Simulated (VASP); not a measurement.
Data:

```xyz
6
Lattice="4.6457 0.0000 0.0000 0.0000 4.6457 0.0000 0.0000 0.0000 2.9698" Properties=species:S:1:pos:R:3 pbc="T T T"
Ti     0.0000     0.0000     0.0000
Ti     2.3229     2.3229     1.4849
O      1.4169     1.4169     0.0000
O      3.7398     0.9059     1.4849
O      0.9059     3.7398     1.4849
O      3.2288     3.2288     0.0000
```

Level of theory: PBE GGA, VASP's PBE PAW potentials (set 64) (plane waves; VASP). Numerical set-up: PREC = Normal, EDIFF = 1E-5, 450 eV cut-off, 7×7×10 Γ-centred mesh, Gaussian smearing of 0.050 eV, potentials Ti_sv O.

At this cut-off the stress carries a Pulay error, which pulls relaxed volumes low.

Problem. Estimate the energy per atom (σ→0), pressure.

Solution. 
- energy per atom (σ→0) = -8.949 eV/atom
- pressure = -1.35 GPa

The absolute energy has meaning only against runs of the same code, potentials and settings.

The compound is TiO2 in the rutile structure. It was relaxed first.
